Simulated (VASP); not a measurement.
```xyz
2
Lattice="3.0163 0.0000 0.0000 0.0000 3.0163 0.0000 0.0000 0.0000 3.0163" Properties=species:S:1:pos:R:3 pbc="T T T"
Al     1.5081     1.5081     1.5081
Ru     0.0000     0.0000     0.0000
```

These are revPBE GGA, VASP's PBE PAW potentials (set 64) (plane waves; VASP) values and carry that method's errors. Numerical set-up: 520 eV cut-off, 11×11×11 Γ-centred mesh, first-order Methfessel-Paxton smearing of 0.10 eV, potentials Al Ru_pv.

Q: What does the run give for the energy per atom (σ→0), band gap (on the k-mesh) with the smallest direct gap where there is one?

A: 
| Quantity | Result |
|---|---|
| band gap (on the k-mesh) | none (metal, semimetal or under 0.01 eV) |
| energy per atom (σ→0) | -6.773 eV/atom |

The absolute energy has meaning only against runs of the same code, potentials and settings.

The compound is RuAl in the CsCl type structure. It was relaxed first. The start is the result of an earlier pass. The electron count is odd and the run is not spin-polarised, which forces a metal.
